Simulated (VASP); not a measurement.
Computed with PBE GGA, VASP's PBE PAW potentials (set 64) (plane waves; VASP).

VASP input:

### INCAR
```
KSPACING  =  0.3
ISPIN  =  2   ! spin-polarised
SYSTEM  =  MnS
ENCUT  =  400   ! plane-wave cut-off (eV)
ALGO  =  Normal
GGA  =  PE
KGAMMA  =  .True.
EDIFF  =  1E-6   ! SCF stop (eV)
SIGMA  =  0.05   ! width (eV)
ISMEAR  =  0
ISIF  =  2   ! forces and stress, cell fixed
LMAXMIX  =  4   ! l cut-off of mixed one-centre charges
LWAVE  =  .False.
LREAL  =  .False.
PREC  =  Accurate
LORBIT  =  10
LASPH  =  .True.   ! aspherical one-centre terms
MAGMOM  =  5.0 -5.0 0.0 0.0
NELM  =  100   ! most electronic steps
LCHARG  =  .False.
```

POSCAR:
```
MnS
10.440
  0.5000000000   0.2500000000   0.2500000000
  0.2500000000   0.5000000000   0.2500000000
  0.2500000000   0.2500000000   0.5000000000
Mn S
2 2
Direct
  0.0000000000   0.0000000000   0.0000000000
  0.5000000000   0.5000000000   0.5000000000
  0.2500000000   0.2500000000   0.2500000000
  0.7500000000   0.7500000000   0.7500000000
```

POTCAR, in this order: Mn_pv S (PBE.64 set). Program: vasp_std.

Estimate the energy per atom (σ→0), cell moment, pressure.

```
Item                           Result
---------------------  --------------
energy per atom (σ→0)  -7.099 eV/atom
cell moment                   0.00 μB
pressure                    -4.08 GPa
```

OSZICAR:
```
...
DAV:  10    -0.283947643843E+02   -0.48129E-02   -0.53430E-03  4839   0.656E-01    0.245E-01
DAV:  11    -0.283951557575E+02   -0.39137E-03   -0.44963E-04  4931   0.167E-01    0.148E-01
DAV:  12    -0.283952657050E+02   -0.10995E-03   -0.14635E-04  4846   0.760E-02    0.759E-02
DAV:  13    -0.283952876218E+02   -0.21917E-04   -0.29315E-05  4580   0.482E-02    0.145E-02
DAV:  14    -0.283952867532E+02    0.86859E-06   -0.14288E-05  4755   0.205E-02    0.802E-03
DAV:  15    -0.283952877828E+02   -0.10296E-05   -0.11904E-06  2689   0.150E-02    0.319E-03
DAV:  16    -0.283952877417E+02    0.41080E-07   -0.12611E-07  2640   0.301E-03
   1 F= -.28395288E+02 E0= -.28395288E+02  d E =-.196497E-23  mag=     0.0000
```

The compound is MnS in the rock salt, AFM-II order structure. The cell was not relaxed at this level. The run is one of a series of settings (KGAMMA = .TRUE., KSPACING = 0.3, KPOINTS file removed against the base run), some of them coarse on purpose.
